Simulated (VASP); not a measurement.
Computed with PBE GGA, VASP's PBE PAW potentials (set 64) (plane waves; VASP).

Input for VASP

### POSCAR
```
CeO2
1
    0.0000000000     2.7306101479     2.7306101479
    2.7306101479     0.0000000000     2.7306101479
    2.7306101479     2.7306101479    -0.0000000000
Ce O
1 2
Direct
  0.0000000000   0.0000000000   0.0000000000
  0.2500000000   0.2500000000   0.2500000000
  0.7500000000   0.7500000000   0.7500000000
```

File KPOINTS:
```
Automatic mesh
0
Gamma
6 6 6
0 0 0
```

**INCAR**
```
ENCUT = 520   # plane-wave cut-off (eV)
GGA = PE   # PBE
SYSTEM = CeO2
NELM = 100   # most electronic steps
EDIFF = 1E-6   # SCF stop (eV)
LMAXMIX = 6
IBRION = 2   # conjugate gradients
LCHARG = .False.
LWAVE = .False.
LASPH = .True.   # aspherical one-centre terms
EDIFFG = -0.02
ISIF = 3   # ions, shape and volume
NSW = 60   # most ionic steps
PREC = Accurate
ISMEAR = 0
LREAL = .False.   # projection in real space or not
SIGMA = 0.05   # width (eV)
ALGO = Normal
```

POTCAR, in this order: Ce O (PBE.64 set). Program: vasp_std.

Output

OSZICAR:
```
       N       E                     dE             d eps       ncg     rms          rms(c)
DAV:   1     0.228852058904E+03    0.22885E+03   -0.11672E+04   528   0.197E+03
DAV:   2     0.163652766569E+02   -0.21249E+03   -0.20548E+03   784   0.306E+02
DAV:   3    -0.297903908704E+02   -0.46156E+02   -0.41403E+02   696   0.146E+02
DAV:   4    -0.317223240787E+02   -0.19319E+01   -0.19317E+01   744   0.364E+01
DAV:   5    -0.318288540974E+02   -0.10653E+00   -0.10652E+00   872   0.781E+00    0.292E+01
DAV:   6    -0.299360855699E+02    0.18928E+01   -0.98226E+01   752   0.592E+01    0.291E+01
DAV:   7    -0.284097158272E+02    0.15264E+01   -0.20617E+02   776   0.133E+02    0.207E+01
DAV:   8    -0.277455958218E+02    0.66412E+00   -0.39513E+00   608   0.214E+01    0.141E+01
DAV:   9    -0.263364482737E+02    0.14091E+01   -0.66215E+00   760   0.213E+01    0.210E+00
DAV:  10    -0.262920284326E+02    0.44420E-01   -0.25885E-01   896   0.450E+00    0.147E+00
DAV:  11    -0.262633167323E+02    0.28712E-01   -0.47674E-02   760   0.210E+00    0.121E+00
DAV:  12    -0.262318984457E+02    0.31418E-01   -0.11479E-01   696   0.315E+00    0.644E-01
DAV:  13    -0.262339974954E+02   -0.20990E-02   -0.12379E-01   848   0.324E+00    0.809E-01
DAV:  14    -0.262300359486E+02    0.39615E-02   -0.61344E-02   752   0.230E+00    0.213E-01
DAV:  15    -0.262298775592E+02    0.15839E-03   -0.43580E-03   800   0.630E-01    0.826E-02
DAV:  16    -0.262298392061E+02    0.38353E-04   -0.75971E-04   736   0.276E-01    0.312E-02
DAV:  17    -0.262298502066E+02   -0.11000E-04   -0.30398E-04   760   0.174E-01    0.325E-02
DAV:  18    -0.262298406116E+02    0.95950E-05   -0.23301E-05   808   0.450E-02    0.202E-02
DAV:  19    -0.262298347797E+02    0.58319E-05   -0.41737E-05   760   0.590E-02    0.217E-03
DAV:  20    -0.262298346158E+02    0.16394E-06   -0.78478E-07   360   0.982E-03
   1 F= -.26229835E+02 E0= -.26229835E+02  d E =-.262298E+02
```

File OUTCAR:
```
------------------------ aborting loop because EDIFF is reached ----------------------------------------
  FORCE on cell =-STRESS in cart. coord.  units (eV):
  Direction    XX          YY          ZZ          XY          YZ          ZX
  --------------------------------------------------------------------------------------
  Total        0.0568887      0.0568887      0.0568887      0.0000000      0.0000000     -0.0000000
  in kB        2.2383466      2.2383466      2.2383466      0.0000000      0.0000000     -0.0000000
  external PRESSURE =       2.2383466 kB  Pullay stress =       0.0000000 kB
  volume of cell :       40.72
      direct lattice vectors                 reciprocal lattice vectors
     0.000000000  2.730610148  2.730610148    -0.183109259  0.183109259  0.183109259
     2.730610148  0.000000000  2.730610148     0.183109259 -0.183109259  0.183109259
     2.730610148  2.730610148  0.000000000     0.183109259  0.183109259 -0.183109259
 POSITION                                       TOTAL-FORCE (eV/Angst)
 -----------------------------------------------------------------------------------
      0.00000      0.00000      0.00000         0.000000      0.000000      0.000000
      1.36531      1.36531      1.36531        -0.000000      0.000000     -0.000000
      4.09592      4.09592      4.09592         0.000000     -0.000000      0.000000
 -----------------------------------------------------------------------------------
    total drift:                                0.000000     -0.000000      0.000000
  FREE ENERGIE OF THE ION-ELECTRON SYSTEM (eV)
  ---------------------------------------------------
  free  energy   TOTEN  =       -26.2298346158 eV

  energy  without entropy=      -26.2298346158  energy(sigma->0) =      -26.22983462

 reached required accuracy - stopping structural energy minimisation
```
(Selected blocks of OUTCAR.)

The compound is CeO2 in the fluorite structure. It was relaxed first. The start is the result of an earlier pass. The run is not spin-polarised, so no magnetic state was tried.
